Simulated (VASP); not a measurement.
Here is the system:

```
CELL_PARAMETERS angstrom
      0.00000     3.24969     3.14889
      3.23232     0.00000     3.14889
      3.23232     3.24969     0.00000
ATOMIC_POSITIONS crystal
  Sn 0.00000 0.00000 0.00000
  Te 0.48775 0.51225 0.51225
```

Computed with PBE GGA, VASP's PBE PAW potentials (set 64) (plane waves; VASP 6.6.1). Settings: 400 eV cut-off, 6×6×6 Monkhorst-Pack mesh, Gaussian smearing of 0.050 eV, potentials Sn_d Te.

Question: Give the stress tensor in GPa (positive for a compressed cell).

Answer: 
```
-0.85   0.00   0.00
 0.00  -1.53   0.00
 0.00   0.00   2.10
```
The pressure is its mean diagonal, -0.09 GPa.

The compound is SnTe in the rock salt structure, which distorts at low temperature. The cell was not relaxed at this level, atoms are displaced from their ideal sites. The run is one of a series of settings (KPOINTS 6×6×6 Monkhorst-Pack mesh against the base run), some of them coarse on purpose.
